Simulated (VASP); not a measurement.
Output of a VASP run:

OSZICAR:
```
       N       E                     dE             d eps       ncg     rms          rms(c)
DAV:   1     0.453736979766E+02    0.45374E+02   -0.62429E+03   720   0.944E+02
DAV:   2    -0.100683918376E+02   -0.55442E+02   -0.52113E+02   836   0.186E+02
DAV:   3    -0.134524729810E+02   -0.33841E+01   -0.33471E+01  1020   0.370E+01
DAV:   4    -0.136264175334E+02   -0.17394E+00   -0.17374E+00  1040   0.830E+00
DAV:   5    -0.136310577685E+02   -0.46402E-02   -0.46398E-02   980   0.127E+00    0.246E+01
DAV:   6    -0.125629556462E+02    0.10681E+01   -0.24111E+00   864   0.754E+00    0.177E+01
DAV:   7    -0.125308240324E+02    0.32132E-01   -0.17876E+00  1020   0.609E+00    0.461E+00
DAV:   8    -0.124962934500E+02    0.34531E-01   -0.57559E-01   788   0.407E+00    0.813E-01
DAV:   9    -0.124867688799E+02    0.95246E-02   -0.77132E-02   844   0.162E+00    0.264E-01
DAV:  10    -0.124868514765E+02   -0.82597E-04   -0.27941E-03   920   0.385E-01    0.149E-01
DAV:  11    -0.124867690866E+02    0.82390E-04   -0.81496E-04   992   0.177E-01    0.823E-02
DAV:  12    -0.124867865048E+02   -0.17418E-04   -0.82419E-05  1052   0.558E-02    0.363E-02
DAV:  13    -0.124867830587E+02    0.34461E-05   -0.24610E-05  1048   0.282E-02    0.116E-02
DAV:  14    -0.124867822225E+02    0.83614E-06   -0.39183E-06  1004   0.133E-02    0.379E-03
DAV:  15    -0.124867824607E+02   -0.23819E-06   -0.27180E-07   856   0.410E-03    0.265E-03
DAV:  16    -0.124867825454E+02   -0.84657E-07   -0.42493E-08   584   0.183E-03
   1 F= -.12486783E+02 E0= -.12486783E+02  d E =0.000000E+00
```

**OUTCAR**
```
------------------------ aborting loop because EDIFF is reached ----------------------------------------
  FORCE on cell =-STRESS in cart. coord.  units (eV):
  Direction    XX          YY          ZZ          XY          YZ          ZX
  --------------------------------------------------------------------------------------
  Total        0.0104467      0.0104467      0.0104467     -0.0000000      0.0000000      0.0000000
  in kB        0.2072113      0.2072113      0.2072113     -0.0000000      0.0000000      0.0000000
  external PRESSURE =       0.2072113 kB  Pullay stress =       0.0000000 kB
  volume of cell :       80.77
      direct lattice vectors                 reciprocal lattice vectors
     0.000000000  3.430959853  3.430959853    -0.145731813  0.145731813  0.145731813
     3.430959853  0.000000000  3.430959853     0.145731813 -0.145731813  0.145731813
     3.430959853  3.430959853  0.000000000     0.145731813  0.145731813 -0.145731813
 POSITION                                       TOTAL-FORCE (eV/Angst)
 -----------------------------------------------------------------------------------
      0.00000      0.00000      0.00000        -0.000000     -0.000000     -0.000000
      1.71548      1.71548      1.71548         0.000000      0.000000      0.000000
 -----------------------------------------------------------------------------------
    total drift:                                0.000000      0.000000      0.000000
  FREE ENERGIE OF THE ION-ELECTRON SYSTEM (eV)
  ---------------------------------------------------
  free  energy   TOTEN  =       -12.4867825454 eV

  energy  without entropy=      -12.4867825454  energy(sigma->0) =      -12.48678255

 total charge

# of ion       s       p       d       f       tot
--------------------------------------------------
    1        2.217   6.269   0.894   0.023   9.404
    2        1.120   1.475   0.005   0.000   2.601
--------------------------------------------------
tot          3.337   7.744   0.899   0.023  12.004
```
(Selected blocks of OUTCAR.)

POSCAR:
```
YSb
1
    0.0000000000     3.4309598525     3.4309598525
    3.4309598525     0.0000000000     3.4309598525
    3.4309598525     3.4309598525     0.0000000000
Y Sb
1 1
Direct
  0.0000000000   0.0000000000   0.0000000000
  0.2500000000   0.2500000000   0.2500000000
```

Problem. Reconstruct the remaining input files.

Solution. This is not unique; one that fits is the input of the run itself, PBEsol GGA, plane waves, VASP's PBE PAW potentials (set 64).

INCAR:
```
# general
SYSTEM =YSb
PREC   =Accurate
ENCUT  =400   # plane-wave cut-off (eV)
LREAL  =.FALSE.   # projection in real space or not
LASPH  =.TRUE.   # aspherical one-centre terms

# electronic loop
EDIFF  =1E-7
NELM   =100
ALGO   =Normal
LMAXMIX=4

# smearing
ISMEAR =-5

# functional
GGA    =PS

# ions
ISIF   =2

# output
LWAVE  =.FALSE.
LCHARG =.TRUE.
LORBIT =11   # lm-projected
NEDOS  =601
```

### KPOINTS
```
Automatic
0
G
 8 8 8
0 0 0
```

POTCAR, in this order: Y_sv Sb (PBE.64 set). Program: vasp_std.

The structure was generated: YSb was put into the zinc blende type (F-43m), which need not be its known phase. It was relaxed first, which changed the volume by -26 %.
